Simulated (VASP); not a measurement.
OSZICAR of a VASP run on LuZn (atoms displaced from the Pm-3m structure):

File OSZICAR:
```
       N       E                     dE             d eps       ncg     rms          rms(c)
DAV:   1     0.500585168397E+02    0.50059E+02   -0.78078E+03 37330   0.134E+03
DAV:   2    -0.615360111525E+01   -0.56212E+02   -0.55389E+02 40320   0.458E+02
DAV:   3    -0.736025887655E+01   -0.12067E+01   -0.12009E+01 33280   0.435E+01
DAV:   4    -0.738673856820E+01   -0.26480E-01   -0.26392E-01 34508   0.442E+00
DAV:   5    -0.738707425124E+01   -0.33568E-03   -0.33566E-03 34132   0.603E-01    0.227E+01
DAV:   6    -0.715572539692E+01    0.23135E+00   -0.16389E+00 31322   0.248E+01    0.130E+01
DAV:   7    -0.714344045157E+01    0.12285E-01   -0.34630E-01 41162   0.110E+01    0.407E+00
DAV:   8    -0.712970540402E+01    0.13735E-01   -0.72119E-02 39334   0.460E+00    0.253E-01
DAV:   9    -0.712959873976E+01    0.10666E-03   -0.49741E-03 41034   0.937E-01    0.164E-01
DAV:  10    -0.712955442947E+01    0.44310E-04   -0.33362E-04 37860   0.270E-01    0.663E-02
DAV:  11    -0.712954672511E+01    0.77044E-05   -0.55293E-05 41070   0.117E-01    0.256E-02
DAV:  12    -0.712954653014E+01    0.19497E-06   -0.21661E-06 19192   0.214E-02
   1 F= -.71295465E+01 E0= -.71247710E+01  d E =-.955106E-02
```

Task: Which electronic solver shows in the log?

Result: It is blocked Davidson (ALGO = Normal, or the opening steps of other solvers). The INCAR had ALGO = Normal.

Task: Can the final energy be trusted as converged?

Result: The run converged. It stopped with EDIFF = 1E-6, NELM = 100 (PBEsol GGA, plane waves, VASP's PBE PAW potentials (set 64)).

The structure comes from a measured LuZn entry (Pm-3m) of the Crystallography Open Database, whose conditions weren't checked. The cell was not relaxed at this level, atoms are displaced from their ideal sites. The electron count is odd and the run is not spin-polarised, which forces a metal.
